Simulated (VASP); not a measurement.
```
CELL_PARAMETERS angstrom
      1.58300    -2.74184     0.00000
      1.58300     2.74184     0.00000
      0.00000     0.00000     5.00941
ATOMIC_POSITIONS crystal
  Hf 0.33333 0.66667 0.25000
  Hf 0.66667 0.33333 0.75000
```

All values below come from PBE GGA with D3 dispersion (zero damping), VASP's PBE PAW potentials (set 64) (plane waves; VASP). Numerical set-up: 520 eV cut-off, Gaussian smearing of 0.050 eV, potentials Hf_pv.

**Question.** Give the energies of bands 7 to 13 at the high-symmetry points, in eV from the Fermi level.

**Answer.** 
```
band      Γ      M      K      A      L      H
----  -----  -----  -----  -----  -----  -----
7     -7.50  -3.42  -2.26  -5.47  -3.52  -1.84
8     -3.82  -2.87  -1.83  -5.47  -3.52  -1.84
9      0.72  -2.34  -1.83   0.12  -1.06  -1.53
10     1.17  -0.78  -1.48   0.12  -1.06  -1.53
11     1.17   0.76   0.35   1.05   1.25  -0.19
12     1.45   0.89   0.35   1.05   1.25  -0.19
13     2.02   1.72   2.09   1.05   2.69   2.55
```

It has no gap at this level: it comes out as a metal or semimetal.

The compound is Hf in the hcp structure. It was relaxed first.
